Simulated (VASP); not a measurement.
All values below come from PBE GGA, VASP's PBE PAW potentials (set 64) (plane waves; VASP).

Input for VASP

POSCAR:
```
Na2S
4.6426530
  0.0000000000   0.7119280722   0.7022523544
  0.7019887121   0.0000000000   0.7022523544
  0.7019887121   0.7119280722   0.0000000000
Na S
2 1
Cart
  0.3509943560   0.3559640361   0.3511261772
  1.0529830681   1.0678921082   1.0533785316
  0.0159267199  -0.0000000000  -0.0000000000
```

INCAR:
```
LASPH=.TRUE.
SYSTEM=Na2S
SIGMA=0.05
SYMPREC=1E-3
LREAL=.FALSE.   ! projection in real space or not
ALGO=Normal   ! blocked Davidson
ISMEAR=0   ! Gaussian
ISIF=2
NELM=100
LWAVE=.FALSE.
EDIFF=1E-6
LCHARG=.FALSE.
GGA=PE   ! PBE
ENCUT=400   ! plane-wave cut-off (eV)
PREC=Accurate
```

### KPOINTS
```
Automatic mesh
0
Gamma
5 5 5
0 0 0
```

POTCAR, in this order: Na_pv S (PBE.64 set). Program: vasp_std.

Question: What will the output report for the number of irreducible k-points (NKPTS), number of bands (NBANDS), largest plane-wave count, number of space-group operations, FFT grid (NGX, NGY, NGZ)?

Answer: 
| Property | Value |
|---|---|
| number of irreducible k-points (NKPTS) | 27 |
| number of bands (NBANDS) | 14 |
| largest plane-wave count | 1307 |
| number of space-group operations | 4 |
| FFT grid (NGX, NGY, NGZ) | 30 × 30 × 30 |

The compound is Na2S in the antifluorite structure. The cell was not relaxed at this level, atoms are displaced from their ideal sites. The run is one of a series of settings (SYMPREC = 1E-3 against the base run), some of them coarse on purpose.
